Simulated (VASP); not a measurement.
Given:

```
WC
1.0
    1.48410    -2.57054     0.00000
    1.48410     2.57054     0.00000
    0.00000     0.00000     2.89680
W C
1 1
Cartesian
  0.00000   0.00000   0.00000
  1.48410   0.85685   1.44840
```

The numbers are results of PBE GGA, VASP's PBE PAW potentials (set 64) (plane waves; VASP), not measurements. Numerical set-up: 250 eV cut-off, 13×13×11 Γ-centred mesh, first-order Methfessel-Paxton smearing of 0.10 eV, potentials W_sv C.

At this cut-off the stress carries a Pulay error, which pulls relaxed volumes low.

Q: Give the stress tensor in GPa (positive for a compressed cell).

A: 
```
-30.38    0.00    0.00
  0.00  -30.38    0.00
  0.00    0.00  -33.92
```
The pressure is its mean diagonal, -31.56 GPa.

The compound is WC in the wc structure. The cell was not relaxed at this level. The run is one of a series of settings (ENCUT = 250 against the base run), some of them coarse on purpose.
